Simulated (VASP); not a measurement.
# Sr: Sr into a neighbouring Sr vacancy, part 4 of 5

Aim: the barrier for one hop in Sr: Sr into a neighbouring Sr vacancy.

VASP 6.6.1; PBEsol; plane waves and PAW (Sr_sv).

So far. Step 4 (Relax the start): The run ended after 4 ionic steps, 0.024 eV below its first step, once the forces on the free atoms met EDIFFG = -0.05. Step 5 (Relax the end): The run ended after 4 ionic steps, 0.031 eV below its first step, once the forces on the free atoms met EDIFFG = -0.05.

## 6. Nudged elastic band

Images on a straight line between the ends relax across the path, while springs keep them spaced along it.

File INCAR:

```
SYSTEM = Sr
PREC = Normal
ENCUT = 280
EDIFF = 1E-05
NELM = 120
ISMEAR = 1
SIGMA = 0.15
LREAL = Auto
ALGO = Fast
GGA = PS
NBANDS = 180
LWAVE = .FALSE.
LCHARG = .FALSE.
NCORE = 2
IMAGES = 3
SPRING = -5
IBRION = 1
POTIM = 0.3
NSW = 50
EDIFFG = -0.05
ISYM = 0
ISIF = 0
```

File POSCAR:

```
Sr
1.0
   11.8380366960      0.0000000000      0.0000000000
    0.0000000000     11.8380366960      0.0000000000
    0.0000000000      0.0000000000     11.8380366960
Sr
31
Direct
    0.7489980312      0.2501538042      0.9996096358
    0.7478771071      0.0012493296      0.2489087751
    0.9999554816      0.0004654040      0.0007837040
    0.2509939353      0.2492483315      0.9995969145
    0.4996684882      0.5001137274      0.9991956676
    0.7500947068      0.7500980906      0.0003266359
    0.2502604915      0.9993565722      0.2496049750
    0.4990691882      0.2496247241      0.2507901820
    0.7479258804      0.4990737761      0.2492281129
    0.5001423178      0.0001663726      0.5006360914
    0.7505492915      0.2490479991      0.4999332885
    0.7506929214      0.0000114059      0.7507501083
    0.9997640360      0.4985795503      0.0001709761
    0.2498256386      0.7496914869      0.9997374213
    0.0003596616      0.2486194115      0.2494661588
    0.2508760044      0.5002760373      0.2493396605
    0.4999066997      0.7509031811      0.2492998979
    0.9999442171      0.9995523561      0.4990460564
    0.2504959579      0.2487679446      0.4999272755
    0.5001788184      0.4997205375      0.5000017978
    0.7494262071      0.7507973111      0.4995322971
    0.2494608873      0.9997373514      0.7505935041
    0.5011267052      0.2498776342      0.7492906439
    0.7501320018      0.5007247279      0.7495470550
    0.9987193248      0.7506867386      0.2490703680
    0.0006637403      0.4993816611      0.4983879343
    0.2505928351      0.7505691376      0.5000987294
    0.0008288487      0.2494886261      0.7499737007
    0.2506813291      0.4996720015      0.7500024774
    0.5005757599      0.7516388376      0.7506248659
    0.0006343369      0.7506716699      0.7501826824
```

File KPOINTS:

```
Automatic mesh
0
Monkhorst-Pack
2 2 2
0 0 0
```

File 00/POSCAR:

```
Sr
1.0
   11.8380366960      0.0000000000      0.0000000000
    0.0000000000     11.8380366960      0.0000000000
    0.0000000000      0.0000000000     11.8380366960
Sr
31
Direct
    0.7489980312      0.2501538042      0.9996096358
    0.7478771071      0.0012493296      0.2489087751
    0.9999554816      0.0004654040      0.0007837040
    0.2509939353      0.2492483315      0.9995969145
    0.4996684882      0.5001137274      0.9991956676
    0.7500947068      0.7500980906      0.0003266359
    0.2502604915      0.9993565722      0.2496049750
    0.4990691882      0.2496247241      0.2507901820
    0.7479258804      0.4990737761      0.2492281129
    0.5001423178      0.0001663726      0.5006360914
    0.7505492915      0.2490479991      0.4999332885
    0.7506929214      0.0000114059      0.7507501083
    0.9997640360      0.4985795503      0.0001709761
    0.2498256386      0.7496914869      0.9997374213
    0.0003596616      0.2486194115      0.2494661588
    0.2508760044      0.5002760373      0.2493396605
    0.4999066997      0.7509031811      0.2492998979
    0.9999442171      0.9995523561      0.4990460564
    0.2504959579      0.2487679446      0.4999272755
    0.5001788184      0.4997205375      0.5000017978
    0.7494262071      0.7507973111      0.4995322971
    0.2494608873      0.9997373514      0.7505935041
    0.5011267052      0.2498776342      0.7492906439
    0.7501320018      0.5007247279      0.7495470550
    0.9987193248      0.7506867386      0.2490703680
    0.0006637403      0.4993816611      0.4983879343
    0.2505928351      0.7505691376      0.5000987294
    0.0008288487      0.2494886261      0.7499737007
    0.2506813291      0.4996720015      0.7500024774
    0.5005757599      0.7516388376      0.7506248659
    0.0006343369      0.7506716699      0.7501826824
```

File 01/POSCAR:

```
Sr
1.0
   11.8380366960      0.0000000000      0.0000000000
    0.0000000000     11.8380366960      0.0000000000
    0.0000000000      0.0000000000     11.8380366960
Sr
31
Direct
    0.6866987267      0.1879163050      0.9992540199
    0.7484061296      0.0011912871      0.2486694380
    1.0000274417      0.0005200320      0.0004227716
    0.2505466941      0.2493640068      0.9997141738
    0.5000712672      0.4999173328      0.9992464634
    0.7504871905      0.7500619742     -0.0001021030
    0.2504695952      0.9996981948      0.2496538110
    0.4996014757      0.2496165427      0.2501195145
    0.7486077740      0.4992858573      0.2491307504
    0.5005426048      0.0003017667      0.5000447990
    0.7504457913      0.2495088604      0.4997437264
    0.7505319815      0.0003752586      0.7503993988
    0.9995083411      0.4988797080      0.0002533756
    0.2500148499      0.7498693052      0.9997972584
   -0.0000410928      0.2487114872      0.2492835970
    0.2506570225      0.5000857452      0.2490692892
    0.5003968098      0.7504520570      0.2489024688
    0.9995582813      0.9999978729      0.4990487353
    0.2504216405      0.2491930892      0.4996576278
    0.5002491457      0.4996537386      0.4998580958
    0.7497443274      0.7503710865      0.4998530815
    0.2496480324      1.0003257172      0.7500668224
    0.5008104210      0.2500439724      0.7491380767
    0.7501857068      0.5005997509      0.7498943562
    0.9989019795      0.7506652925      0.2493914826
    0.0003441135      0.4995944816      0.4986574829
    0.2507826641      0.7501067641      0.4998212641
    0.0001406871      0.2496680723      0.7501191757
    0.2503657858      0.4996006518      0.7502915757
    0.5003655375      0.7512147070      0.7504338177
    0.0005728295      0.7506406132      0.7501067908
```

File 02/POSCAR:

```
Sr
1.0
   11.8380366960      0.0000000000      0.0000000000
    0.0000000000     11.8380366960      0.0000000000
    0.0000000000      0.0000000000     11.8380366960
Sr
31
Direct
    0.6243994222      0.1256788057      0.9988984040
    0.7489351520      0.0011332446      0.2484301009
    1.0000994018      0.0005746600      0.0000618392
    0.2500994530      0.2494796820      0.9998314332
    0.5004740462      0.4997209382      0.9992972592
    0.7508796742      0.7500258577     -0.0005308419
    0.2506786990      1.0000398174      0.2497026471
    0.5001337632      0.2496083612      0.2494488469
    0.7492896675      0.4994979384      0.2490333880
    0.5009428918      0.0004371607      0.4994535065
    0.7503422910      0.2499697216      0.4995541642
    0.7503710416      0.0007391112      0.7500486893
    0.9992526462      0.4991798658      0.0003357752
    0.2502040612      0.7500471235      0.9998570954
   -0.0004418473      0.2488035629      0.2491010352
    0.2504380406      0.4998954531      0.2487989178
    0.5008869199      0.7500009329      0.2485050396
    0.9991723455      1.0004433898      0.4990514142
    0.2503473230      0.2496182337      0.4993879801
    0.5003194730      0.4995869396      0.4997143937
    0.7500624477      0.7499448618      0.5001738659
    0.2498351776      1.0009140829      0.7495401406
    0.5004941368      0.2502103107      0.7489855095
    0.7502394118      0.5004747738      0.7502416574
    0.9990846342      0.7506438464      0.2497125973
    0.0000244868      0.4998073021      0.4989270315
    0.2509724932      0.7496443906      0.4995437988
   -0.0005474745      0.2498475186      0.7502646507
    0.2500502426      0.4995293021      0.7505806740
    0.5001553150      0.7507905764      0.7502427695
    0.0005113221      0.7506095566      0.7500308992
```

File 03/POSCAR:

```
Sr
1.0
   11.8380366960      0.0000000000      0.0000000000
    0.0000000000     11.8380366960      0.0000000000
    0.0000000000      0.0000000000     11.8380366960
Sr
31
Direct
    0.5621001176      0.0634413064      0.9985427881
    0.7494641744      0.0010752020      0.2481907638
    1.0001713619      0.0006292880     -0.0002990932
    0.2496522118      0.2495953572      0.9999486926
    0.5008768252      0.4995245436      0.9993480551
    0.7512721580      0.7499897413     -0.0009595807
    0.2508878027      1.0003814400      0.2497514832
    0.5006660507      0.2496001798      0.2487781794
    0.7499715610      0.4997100196      0.2489360256
    0.5013431789      0.0005725548      0.4988622140
    0.7502387908      0.2504305829      0.4993646021
    0.7502101018      0.0011029639      0.7496979798
    0.9989969512      0.4994800236      0.0004181747
    0.2503932724      0.7502249419      0.9999169325
   -0.0008426017      0.2488956386      0.2489184733
    0.2502190587      0.4997051610      0.2485285465
    0.5013770300      0.7495498088      0.2481076104
    0.9987864097      1.0008889066      0.4990540930
    0.2502730056      0.2500433782      0.4991183324
    0.5003898002      0.4995201406      0.4995706916
    0.7503805680      0.7495186372      0.5004946503
    0.2500223227      1.0015024486      0.7490134589
    0.5001778527      0.2503766490      0.7488329423
    0.7502931167      0.5003497968      0.7505889586
    0.9992672888      0.7506224004      0.2500337120
   -0.0002951400      0.5000201226      0.4991965801
    0.2511623222      0.7491820170      0.4992663336
   -0.0012356362      0.2500269648      0.7504101258
    0.2497346994      0.4994579524      0.7508697722
    0.4999450926      0.7503664459      0.7500517213
    0.0004498147      0.7505785000      0.7499550076
```

File 04/POSCAR:

```
Sr
1.0
   11.8380366960      0.0000000000      0.0000000000
    0.0000000000     11.8380366960      0.0000000000
    0.0000000000      0.0000000000     11.8380366960
Sr
31
Direct
    0.4998008131      0.0012038072      0.9981871722
    0.7499931969      0.0010171595      0.2479514267
    1.0002433220      0.0006839160     -0.0006600256
    0.2492049706      0.2497110325      1.0000659519
    0.5012796042      0.4993281490      0.9993988509
    0.7516646417      0.7499536248     -0.0013883196
    0.2510969064      1.0007230626      0.2498003192
    0.5011983382      0.2495919984      0.2481075119
    0.7506534546      0.4999221008      0.2488386631
    0.5017434659      0.0007079489      0.4982709216
    0.7501352906      0.2508914442      0.4991750400
    0.7500491619      0.0014668166      0.7493472703
    0.9987412563      0.4997801813      0.0005005742
    0.2505824837      0.7504027602      0.9999767696
   -0.0012433561      0.2489877143      0.2487359115
    0.2500000768      0.4995148689      0.2482581752
    0.5018671401      0.7490986847      0.2477101813
    0.9984004739      1.0013344234      0.4990567719
    0.2501986881      0.2504685228      0.4988486847
    0.5004601275      0.4994533417      0.4994269896
    0.7506986883      0.7490924125      0.5008154347
    0.2502094679      1.0020908144      0.7484867772
    0.4998615685      0.2505429872      0.7486803751
    0.7503468217      0.5002248198      0.7509362598
    0.9994499435      0.7506009543      0.2503548266
   -0.0006147667      0.5002329431      0.4994661287
    0.2513521512      0.7487196435      0.4989888683
   -0.0019237978      0.2502064110      0.7505556008
    0.2494191561      0.4993866027      0.7511588705
    0.4997348702      0.7499423153      0.7498606731
    0.0003883073      0.7505474433      0.7498791160
```

PAW data sets: Sr_sv (PBE family, release 64).

Launch:

```sh
> mpirun -np 6 vasp_std
```

The log of the run:

```text
[banner, memory and clock lines left out]
running    6 mpi-ranks, on    1 nodes
 each image running on    2 cores
 distrk:  each k-point on    2 cores,    1 groups
 distr:  one band on    2 cores,    1 groups

 POSCAR found type information on POSCAR Sr
 01/POSCAR found :  1 types and      31 ions
 [... a notice as in an earlier step ...]

 LDA part: xc-table for (Slater+PW92), standard interpolation
 POSCAR found type information on POSCAR Sr
 00/POSCAR found :  1 types and      31 ions
 POSCAR found type information on POSCAR Sr
 04/POSCAR found :  1 types and      31 ions
 POSCAR, INCAR and KPOINTS ok, starting setup
 FFT: planning ... GRIDC
 FFT: planning ... GRID_SOFT
 FFT: planning ... GRID
 WAVECAR not read
 entering main loop
       N       E                     dE             d eps       ncg     rms          rms(c)
DAV:   1     0.166152370190E+04    0.16615E+04   -0.11075E+05  1760   0.936E+02
DAV:   2     0.139775863543E+03   -0.15217E+04   -0.14949E+04  1608   0.283E+02
DAV:   3    -0.362336011143E+02   -0.17601E+03   -0.17292E+03  2112   0.565E+01
DAV:   4    -0.546319605197E+02   -0.18398E+02   -0.18185E+02  2176   0.189E+01
DAV:   5    -0.559729442444E+02   -0.13410E+01   -0.13342E+01  1928   0.386E+00    0.678E+01
RMM:   6    -0.556014042379E+02    0.37154E+00   -0.12373E+00  1762   0.213E+00    0.379E+01
RMM:   7    -0.555513990975E+02    0.50005E-01   -0.11476E+00  1770   0.226E+00    0.359E+00
RMM:   8    -0.555611861324E+02   -0.97870E-02   -0.37252E-01  1961   0.679E-01    0.148E+00
RMM:   9    -0.555612901687E+02   -0.10404E-03   -0.11074E-01  1876   0.409E-01    0.614E-01
RMM:  10    -0.555650711921E+02   -0.37810E-02   -0.46323E-02  2341   0.196E-01    0.339E-01
RMM:  11    -0.555664998300E+02   -0.14286E-02   -0.20618E-02  2599   0.122E-01    0.184E-01
RMM:  12    -0.555675568340E+02   -0.10570E-02   -0.12491E-02  2524   0.814E-02    0.111E-01
WARNING in EDDRMM: call to ZHEGV failed, returncode =   6  3    127
RMM:  13    -0.555682341443E+02   -0.67731E-03   -0.70359E-03  2372   0.558E-02    0.451E-02
RMM:  14    -0.555687257235E+02   -0.49158E-03   -0.50250E-03  2331   0.417E-02    0.411E-02
RMM:  15    -0.555690671754E+02   -0.34145E-03   -0.35015E-03  1934   0.319E-02    0.295E-02
WARNING in EDDRMM: call to ZHEGV failed, returncode =   6  3    127
RMM:  16    -0.555693285508E+02   -0.26138E-03   -0.26033E-03  1793   0.276E-02    0.443E-02
RMM:  17    -0.555695239940E+02   -0.19544E-03   -0.20617E-03  1406   0.204E-02    0.996E-03
RMM:  18    -0.555696802577E+02   -0.15626E-03   -0.15908E-03  1179   0.165E-02    0.107E-02
RMM:  19    -0.555698055533E+02   -0.12530E-03   -0.12861E-03  1069   0.133E-02    0.993E-03
RMM:  20    -0.555699065707E+02   -0.10102E-03   -0.10298E-03  1055   0.113E-02    0.151E-02
RMM:  21    -0.555699888108E+02   -0.82240E-04   -0.84203E-04  1119   0.104E-02    0.105E-02
RMM:  22    -0.555700549040E+02   -0.66093E-04   -0.68164E-04   827   0.864E-03    0.112E-02
RMM:  23    -0.555701098730E+02   -0.54969E-04   -0.56510E-04   745   0.785E-03    0.112E-02
RMM:  24    -0.555701555434E+02   -0.45670E-04   -0.46756E-04   534   0.708E-03    0.147E-02
RMM:  25    -0.555701926331E+02   -0.37090E-04   -0.38687E-04   530   0.670E-03    0.147E-02
RMM:  26    -0.555702240245E+02   -0.31391E-04   -0.32537E-04   566   0.635E-03    0.150E-02
RMM:  27    -0.555702500216E+02   -0.25997E-04   -0.26818E-04   545   0.592E-03    0.160E-02
RMM:  28    -0.555702721119E+02   -0.22090E-04   -0.22737E-04   514   0.558E-03    0.175E-02
RMM:  29    -0.555702898633E+02   -0.17751E-04   -0.18571E-04   576   0.529E-03    0.177E-02
RMM:  30    -0.555703052049E+02   -0.15342E-04   -0.15812E-04   495   0.497E-03    0.190E-02
RMM:  31    -0.555703176508E+02   -0.12446E-04   -0.12936E-04   512   0.476E-03    0.200E-02
RMM:  32    -0.555703283136E+02   -0.10663E-04   -0.11071E-04   496   0.453E-03    0.209E-02
RMM:  33    -0.555703367789E+02   -0.84653E-05   -0.89993E-05   547   0.436E-03
   1 F= -.55570337E+02 E0= -.55566034E+02  d E =-.555703E+02
 BRION: g(F)=  0.701E-01 g(S)=  0.000E+00
 bond charge predicted
       N       E                     dE             d eps       ncg     rms          rms(c)
DAV:   1    -0.555836349699E+02   -0.13307E-01   -0.12137E+00  1664   0.228E+00    0.258E-01
RMM:   2    -0.555859188139E+02   -0.22838E-02   -0.29851E-02  1577   0.369E-01    0.112E-01
RMM:   3    -0.555861697199E+02   -0.25091E-03   -0.38725E-03  2467   0.122E-01    0.705E-02
RMM:   4    -0.555862644274E+02   -0.94707E-04   -0.13044E-03  2421   0.618E-02    0.279E-02
WARNING in EDDRMM: call to ZHEGV failed, returncode =   6  3    149
RMM:   5    -0.555863372644E+02   -0.72837E-04   -0.66002E-04  2265   0.415E-02    0.212E-02
RMM:   6    -0.555863797114E+02   -0.42447E-04   -0.36014E-04  2187   0.299E-02    0.117E-02
RMM:   7    -0.555864027794E+02   -0.23068E-04   -0.19398E-04  1965   0.216E-02    0.666E-03
RMM:   8    -0.555864165996E+02   -0.13820E-04   -0.12089E-04  1675   0.164E-02    0.455E-03
RMM:   9    -0.555864240734E+02   -0.74738E-05   -0.70788E-05  1394   0.123E-02
   2 F= -.55586424E+02 E0= -.55582826E+02  d E =-.160873E-01
[...]
WARNING in EDDRMM: call to ZHEGV failed, returncode =   6  3    136
[...]
WARNING in EDDRMM: call to ZHEGV failed, returncode =   6  3    140
WARNING in EDDRMM: call to ZHEGV failed, returncode =   6  3    132
[... from here on, the cycles between the ionic steps are left out ...]
   3 F= -.55715047E+02 E0= -.55714770E+02  d E =-.128623E+00
[...]
WARNING in EDDRMM: call to ZHEGV failed, returncode =   8  4    145
WARNING in EDDRMM: call to ZHEGV failed, returncode =   6  3    155
WARNING in EDDRMM: call to ZHEGV failed, returncode =   8  4    145
   4 F= -.55716422E+02 E0= -.55715885E+02  d E =-.137462E-02
[...]
WARNING in EDDRMM: call to ZHEGV failed, returncode =   8  4    142
[...]
WARNING in EDDRMM: call to ZHEGV failed, returncode =   8  4    152
[...]
WARNING in EDDRMM: call to ZHEGV failed, returncode =   6  3    134
   5 F= -.55719740E+02 E0= -.55718869E+02  d E =-.331765E-02
[...]
WARNING in EDDRMM: call to ZHEGV failed, returncode =   8  4    150
   6 F= -.55722647E+02 E0= -.55721835E+02  d E =-.290737E-02
[...]
WARNING in EDDRMM: call to ZHEGV failed, returncode =   6  3    146
   7 F= -.55761003E+02 E0= -.55762300E+02  d E =-.383560E-01
[...]
WARNING in EDDRMM: call to ZHEGV failed, returncode =   6  3    132
[...]
WARNING in EDDRMM: call to ZHEGV failed, returncode =   8  4    155
WARNING in EDDRMM: call to ZHEGV failed, returncode =   8  4    147
   8 F= -.55761570E+02 E0= -.55762289E+02  d E =-.567361E-03
[...]
WARNING in EDDRMM: call to ZHEGV failed, returncode =   6  3    156
[...]
WARNING in EDDRMM: call to ZHEGV failed, returncode =   6  3    163
[...]
WARNING in EDDRMM: call to ZHEGV failed, returncode =   8  4    149
[...]
WARNING in EDDRMM: call to ZHEGV failed, returncode =   8  4    163
   9 F= -.55761729E+02 E0= -.55762210E+02  d E =-.158398E-03
  10 F= -.55762659E+02 E0= -.55763107E+02  d E =-.929874E-03
  11 F= -.55762909E+02 E0= -.55763350E+02  d E =-.250911E-03
  12 F= -.55763949E+02 E0= -.55764361E+02  d E =-.103988E-02
 BRION: g(F)=  0.212E-02 g(S)=  0.000E+00 retain N=  2 mean eig= 5.85
 eig:   4.199  7.505
 bond charge predicted
       N       E                     dE             d eps       ncg     rms          rms(c)
DAV:   1    -0.557364545255E+02    0.27486E-01   -0.17687E+01  1440   0.917E+00    0.971E-01
RMM:   2    -0.557657087283E+02   -0.29254E-01   -0.39623E-01  1585   0.150E+00    0.331E-01
RMM:   3    -0.557700485387E+02   -0.43398E-02   -0.59899E-02  2488   0.508E-01    0.242E-01
RMM:   4    -0.557716580071E+02   -0.16095E-02   -0.20213E-02  2504   0.256E-01    0.143E-01
RMM:   5    -0.557727598393E+02   -0.11018E-02   -0.99753E-03  2571   0.164E-01    0.847E-02
WARNING in EDDRMM: call to ZHEGV failed, returncode =   8  4    136
RMM:   6    -0.557733657554E+02   -0.60592E-03   -0.49311E-03  2533   0.115E-01    0.347E-02
WARNING in EDDRMM: call to ZHEGV failed, returncode =   8  4    156
RMM:   7    -0.557736719699E+02   -0.30621E-03   -0.24363E-03  2327   0.786E-02    0.236E-02
RMM:   8    -0.557738389286E+02   -0.16696E-03   -0.13551E-03  2287   0.590E-02    0.182E-02
WARNING in EDDRMM: call to ZHEGV failed, returncode =   6  3    148
RMM:   9    -0.557739287332E+02   -0.89805E-04   -0.71125E-04  2237   0.424E-02    0.759E-03
WARNING in EDDRMM: call to ZHEGV failed, returncode =   6  3    137
RMM:  10    -0.557739782799E+02   -0.49547E-04   -0.40595E-04  2152   0.322E-02    0.447E-03
WARNING in EDDRMM: call to ZHEGV failed, returncode =   8  4    140
RMM:  11    -0.557740042987E+02   -0.26019E-04   -0.22518E-04  2138   0.239E-02    0.783E-03
RMM:  12    -0.557740199016E+02   -0.15603E-04   -0.13617E-04  1958   0.184E-02    0.811E-03
RMM:  13    -0.557740300659E+02   -0.10164E-04   -0.92867E-05  1510   0.138E-02    0.148E-02
WARNING in EDDRMM: call to ZHEGV failed, returncode =   6  3    144
RMM:  14    -0.557740352086E+02   -0.51427E-05   -0.64365E-05  1249   0.109E-02
  13 F= -.55774035E+02 E0= -.55774090E+02  d E =-.100859E-01
 BRION: g(F)=  0.911E-03 g(S)=  0.000E+00
 BRIONS problems: POTIM should be increased
 retain N=  1 mean eig=22.75
 eig:  22.747
 reached required accuracy - stopping structural energy minimisation
```

It took 12 min on 6 MPI ranks of Intel Xeon 6975P-C (Granite Rapids), shared host; peak memory 2.1 GiB.

[end of part 4 of 5]

[Lines on the potential files, build, host, timing and source positions are cut from VASP's logs without a mark.]

[Logs are printed without paths, hosts, clocks, repeated set-up lines and the standing remarks that a program may print on its own settings, such as how far it seeks lower states.]

[Hosts, paths, dates, database ids (printed as entryN), source tags and the programs' standing remarks are cut or masked in the printed files.]

[Runs that stopped without an error message from VASP are left out.]
